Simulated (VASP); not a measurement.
# KMgF3: a GW gap and what it depends on, part 2 of 2

How far does the GW correction to the gap of KMgF3 depend on the settings? The starting structure is a measured crystal structure from the Crystallography Open Database. Cell and atoms stay as given.

VASP 6.6.1.

Results so far: G0W0 (response cutoff 100 eV, 4×4×4 mesh) 11.27 eV; G0W0 (response cutoff 160 eV, 4×4×4 mesh) 11.34 eV.

## 4. GW0 with iterated eigenvalues (response cutoff 160 eV, 4×4×4 mesh)

Level of this step: evGW0 on LDA; plane waves and PAW (K_sv_GW, Mg_GW, F_GW) (VASP).

It reads the orbitals and their derivatives (WAVECAR and WAVEDER) of a run with the empty bands, which follows a ground-state run; neither is shown.

The input, INCAR:

```
SYSTEM = KMgF3
PREC = Accurate
ENCUT = 520
ISMEAR = 0
SIGMA = 0.01
LREAL = .FALSE.
GGA = CA
NBANDS = 296
ALGO = EVGW0
NELMGW = 4
ENCUTGW = 160
NOMEGA = 40
PRECFOCK = Fast
NBANDSGW = 24
LWAVE = .FALSE.
LCHARG = .FALSE.
```

The input, POSCAR:

```
KMgF3
1.0
    3.9897000000      0.0000000000      0.0000000000
    0.0000000000      3.9897000000      0.0000000000
    0.0000000000      0.0000000000      3.9897000000
K Mg F
1 1 3
Direct
    0.5000000000      0.5000000000      0.5000000000
    0.0000000000      0.0000000000      0.0000000000
    0.0000000000      0.0000000000      0.5000000000
    0.0000000000      0.5000000000      0.0000000000
    0.5000000000      0.0000000000      0.0000000000
```

The input, KPOINTS:

```
Automatic mesh
0
Gamma
4 4 4
0 0 0
```

The projector-augmented-wave data sets are K_sv_GW, Mg_GW and F_GW (LDA family, release 64).

On the command line:

```
> mpirun -np 8 vasp_std
```

Output:

```text
[banner, memory and clock lines left out]
running    8 mpi-ranks, on    1 nodes
[...]
[... a notice as in an earlier step ...]

 [... a notice as in an earlier step ...]

 LDA part: xc-table for (Slater(with rela. corr.)+CA(PZ))
 , standard interpolation
 found WAVECAR, reading the header
 POSCAR, INCAR and KPOINTS ok, starting setup
[...]
reading WAVECAR
 the WAVECAR file was read successfully
 initial charge from wavefunction
 available memory per node:    121.63 GB, setting MAXMEM to    124547

 The Fermi energy was updated, please check that it is located mid-gap
 values below the HOMO (VB) or above the LUMO (CB) will cause erroneous energies
 E-fermi :   3.1241

 calculate exact exchange contribution
 the WAVEDER file was read successfully
energies w=
    0.000    0.000    1.063    0.000    2.119    0.000    3.164    0.000
    4.192    0.000    5.200    0.000    6.187    0.000    7.151    0.000
    8.094    0.000    9.019    0.000    9.926    0.000   10.821    0.000
[...]
total number of BLAS operations       3682.13 Gflops
NQ=   6    0.5000    0.5000    0.0000,
|.........|.........|.........|.........|.........|.........|.........|.........
 performed       6465000 updates of chi_q(r,r)
 total number of BLAS operations       4340.52 Gflops
NQ=   7    0.2500    0.2500    0.2500,
|.........|.........|.........|.........|.........|.........|.........|.........
 performed       7549000 updates of chi_q(r,r)
 total number of BLAS operations       5070.46 Gflops
NQ=   8    0.5000    0.2500    0.2500,
|.........|.........|.........|.........|.........|.........|.........|.........
 performed       8832000 updates of chi_q(r,r)
 total number of BLAS operations       5982.54 Gflops
NQ=   9    0.5000    0.5000    0.2500,
|.........|.........|.........|.........|.........|.........|.........|.........
 performed       9973000 updates of chi_q(r,r)
 total number of BLAS operations       6761.35 Gflops
NQ=  10    0.5000    0.5000    0.5000,
|.........|.........|.........|.........|.........|.........|.........|.........
 performed      10688000 updates of chi_q(r,r)
 total number of BLAS operations       7290.36 Gflops
 resolving degeneracies of screened two electron integrals

 calculate QP shifts <psi_nk| G(iteration)W_0 |psi_nk>: iteration 4
 entering main loop
```

Run time: 3.2 min. Hardware: 8 MPI ranks of Intel Xeon 6975P-C (Granite Rapids), shared host; peak memory 2.5 GiB; 26 min of CPU time.

OUTCAR, selected parts (step 4):

```text
 QP shifts <psi_nk| G(iteration)W_0 |psi_nk>: iteration 2
 k-point   1 :       0.0000    0.0000    0.0000
  band No. old QP-enery  QP-energies   sigma(KS)   T+V_ion+V_H  V^pw_x(r,r')   Z            occupation Imag(sigma)
    ...
     13      -3.5127      -3.9840     -25.0512      20.9463     -29.8882       0.7958       2.0000       0.1574
     14      -3.1044      -3.5578     -25.6304      21.9604     -30.3501       0.8015       2.0000       0.1501
     15      -3.1044      -3.5578     -25.6304      21.9604     -30.3501       0.8015       2.0000       0.1501
     16      -3.1044      -3.5578     -25.6304      21.9604     -30.3501       0.8015       2.0000       0.1501
     17       8.5714       8.7354      -8.7608      17.5179      -5.6277       0.8828       0.0000      -0.0640
     18      11.8886      12.0962      -7.7528      19.8765      -4.4399       0.8830       0.0000      -0.0706
     19      11.8886      12.0962      -7.7528      19.8765      -4.4399       0.8830       0.0000      -0.0706
     20      14.6409      14.8762      -8.6913      23.6034      -5.0960       0.8677       0.0000      -0.0893
    ...

 QP shifts <psi_nk| G(iteration)W_0 |psi_nk>: iteration 3
 k-point   1 :       0.0000    0.0000    0.0000
  band No. old QP-enery  QP-energies   sigma(KS)   T+V_ion+V_H  V^pw_x(r,r')   Z            occupation Imag(sigma)
    ...
     13      -3.9840      -4.0733     -25.0424      20.9463     -29.8882       0.7960       2.0000       0.1588
     14      -3.5578      -3.6431     -25.6246      21.9604     -30.3501       0.8022       2.0000       0.1509
     15      -3.5578      -3.6431     -25.6246      21.9604     -30.3501       0.8022       2.0000       0.1509
     16      -3.5578      -3.6431     -25.6246      21.9604     -30.3501       0.8022       2.0000       0.1509
     17       8.7354       8.7470      -8.7695      17.5179      -5.6277       0.8863       0.0000      -0.0641
     18      12.0962      12.1104      -7.7642      19.8765      -4.4399       0.8819       0.0000      -0.0671
     19      12.0962      12.1104      -7.7642      19.8765      -4.4399       0.8819       0.0000      -0.0671
     20      14.8762      14.8916      -8.7095      23.6034      -5.0960       0.8676       0.0000      -0.0898
    ...

 QP shifts <psi_nk| G(iteration)W_0 |psi_nk>: iteration 4
 k-point   1 :       0.0000    0.0000    0.0000
  band No. old QP-enery  QP-energies   sigma(KS)   T+V_ion+V_H  V^pw_x(r,r')   Z            occupation Imag(sigma)
    ...
     13      -4.0733      -4.0902     -25.0409      20.9463     -29.8882       0.7961       2.0000       0.1591
     14      -3.6431      -3.6595     -25.6239      21.9604     -30.3501       0.8026       2.0000       0.1510
     15      -3.6431      -3.6595     -25.6239      21.9604     -30.3501       0.8026       2.0000       0.1510
     16      -3.6431      -3.6595     -25.6239      21.9604     -30.3501       0.8026       2.0000       0.1510
     17       8.7470       8.7468      -8.7711      17.5179      -5.6277       0.8862       0.0000      -0.0636
     18      12.1104      12.1109      -7.7655      19.8765      -4.4399       0.8819       0.0000      -0.0667
     19      12.1104      12.1109      -7.7655      19.8765      -4.4399       0.8819       0.0000      -0.0667
     20      14.8916      14.8921      -8.7112      23.6034      -5.0960       0.8676       0.0000      -0.0898
    ...

[... 3 parts as in an earlier step ...]

[... 1 further part left out ...]
[key lines of the parts left out:]
E-fermi :   3.1241
```

GW0 with iterated eigenvalues (response cutoff 160 eV, 4×4×4 mesh): the quasiparticle gap on this mesh is 12.080 eV, +5.134 eV from the LDA gap on the same points, with 296 bands.

## 5. Comparison

| run | LDA gap on the mesh (eV) | GW gap (eV) | correction (eV) | bands |
| --- | --- | --- | --- | --- |
| G0W0 (response cutoff 100 eV, 4×4×4 mesh) | 6.946 | 11.269 | 4.324 | 152 |
| G0W0 (response cutoff 160 eV, 4×4×4 mesh) | 6.946 | 11.345 | 4.399 | 296 |
| GW0 with iterated eigenvalues (response cutoff 160 eV, 4×4×4 mesh) | 6.946 | 12.08 | 5.134 | 296 |

## 6. Outcome

```yaml
gap_g0w0_response_cutoff_100_ev_4x4x4_mesh: 11.269 eV
gap_g0w0_response_cutoff_160_ev_4x4x4_mesh: 11.345 eV
gap_gw0_with_iterated_eigenvalues_response_cutoff_160_ev_4x4x4_mesh: 12.080 eV
```

In words: The correction to the LDA gap of KMgF3 is +4.324 eV at a response cutoff of 100 eV, +4.399 eV at a response cutoff of 160 eV. The number of bands rises with the cutoff. The quasiparticle gap is indirect in all runs, and the LDA gap on the same mesh may lie between other points, in which case the correction mixes two transitions. Iterating the eigenvalues in G raises the gap by +0.735 eV. From a response cutoff of 100 to 160 eV the correction still moves by +0.075 eV, so cutoff and bands aren't shown to be converged. The LDA gap along the bands, from another run on this structure, is 6.939 eV. On the 4×4×4 mesh it is 6.946 eV, so this mesh comes close to the edges. Further runs on this material are not shown.

[Lines on the potential files, build, host, timing and source positions are cut from VASP's logs without a mark.]

[Logs are printed without paths, hosts, clocks, repeated set-up lines and the standing remarks that a program may print on its own settings, such as how far it seeks lower states.]

[Hosts, paths, dates, database ids (printed as entryN), source tags and the programs' standing remarks are cut or masked in the printed files.]
